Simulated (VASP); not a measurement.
All values below come from LDA (Ceperley-Alder, Perdew-Zunger), VASP's LDA PAW potentials (set 64) (plane waves; VASP).

The input files of a VASP run:

File POSCAR:
```
BP
1
    0.0000000000     2.2448377509     2.2448377509
    2.2448377509     0.0000000000     2.2448377509
    2.2448377509     2.2448377509     0.0000000000
B P
1 1
Direct
  0.0000000000   0.0000000000   0.0000000000
  0.2500000000   0.2500000000   0.2500000000
```

INCAR:
```
ALGO  =  Normal
EDIFF  =  1E-7
ENCUT  =  520
ICHARG  =  11
ISMEAR  =  0
LASPH  =  .TRUE.
LCHARG  =  .FALSE.
LORBIT  =  11
LREAL  =  .FALSE.
LWAVE  =  .FALSE.
NELM  =  100
PREC  =  Accurate
SIGMA  =  0.05
SYSTEM  =  BP
```

KPOINTS:
```
k-points along high-symmetry lines
15
Line-mode
Reciprocal
  0.000000   0.000000   0.000000 ! GAMMA
 -0.500000  -0.500000   0.000000 ! X

 -0.500000  -0.500000   0.000000 ! X
 -0.375000  -0.375000   0.250000 ! U

 -0.375000   0.000000   0.375000 ! K
  0.000000   0.000000   0.000000 ! GAMMA

  0.000000   0.000000   0.000000 ! GAMMA
 -0.000000  -0.000000   0.500000 ! L

 -0.000000  -0.000000   0.500000 ! L
 -0.500000  -0.250000   0.250000 ! W

 -0.500000  -0.250000   0.250000 ! W
 -0.500000  -0.500000   0.000000 ! X
```

POTCAR, in this order: B P (LDA.64 set). Program: vasp_std. Read from the step before: CHGCAR.

What VASP printed:

### OSZICAR
```
       N       E                     dE             d eps       ncg     rms          rms(c)
DAV:   1     0.104588703095E+02    0.10459E+02   -0.41743E+03  1440   0.892E+02
DAV:   2    -0.120924877305E+02   -0.22551E+02   -0.21091E+02  2304   0.109E+02
DAV:   3    -0.123571488359E+02   -0.26466E+00   -0.26466E+00  1776   0.152E+01
DAV:   4    -0.123577658543E+02   -0.61702E-03   -0.61702E-03  2360   0.697E-01
DAV:   5    -0.123577662039E+02   -0.34961E-06   -0.34961E-06  1832   0.117E-02
DAV:   6    -0.123577662071E+02   -0.32099E-08   -0.32100E-08  2328   0.528E-04
   1 F= -.12357766E+02 E0= -.12357766E+02  d E =-.245027E-15
```

OUTCAR:
```
 val. band max:        7.7931186811   @ k =   0.0000   0.0000   0.0000

 cond. band min:       8.9405968588   @ k =  -0.4286  -0.4286   0.0000



 k-point     1 :       0.0000    0.0000    0.0000
  band No.  band energies     occupation
      1      -7.8827      2.00000
      2       7.7931      2.00000
      3       7.7931      2.00000
      4       7.7931      2.00000
      5      11.2232      0.00000
      6      11.2232      0.00000
      7      11.2232      0.00000
      8      15.6564      0.00000

 k-point     2 :      -0.0357   -0.0357    0.0000
  band No.  band energies     occupation
      1      -7.8512      2.00000
      2       7.6498      2.00000
      3       7.6498      2.00000
      4       7.6894      2.00000
      5      11.1546      0.00000
      6      11.4011      0.00000
      7      11.4011      0.00000
      8      15.7355      0.00000

 k-point     3 :      -0.0714   -0.0714    0.0000
  band No.  band energies     occupation
      1      -7.7568      2.00000
      2       7.2897      2.00000
      3       7.2897      2.00000
      4       7.3916      2.00000
      5      10.9684      0.00000
      6      11.8646      0.00000
      7      11.8646      0.00000
      8      15.8939      0.00000

 k-point     4 :      -0.1071   -0.1071    0.0000
  band No.  band energies     occupation
      1      -7.5999      2.00000
      2       6.8270      2.00000
      3       6.8270      2.00000
      4       6.9324      2.00000
      5      10.7065      0.00000
      6      12.4977      0.00000
      7      12.4977      0.00000
      8      15.8556      0.00000

 k-point     5 :      -0.1429   -0.1429    0.0000
  band No.  band energies     occupation
      1      -7.3810      2.00000
      2       6.3356      2.00000
      3       6.3356      2.00000
      4       6.3495      2.00000
      5      10.4086      0.00000
      6      13.2243      0.00000
      7      13.2243      0.00000
      8      15.3215      0.00000
...
```

The density is held fixed in this step, so its total energy and stress have no physical meaning.

The compound is BP in the zinc blende structure. It was relaxed first.
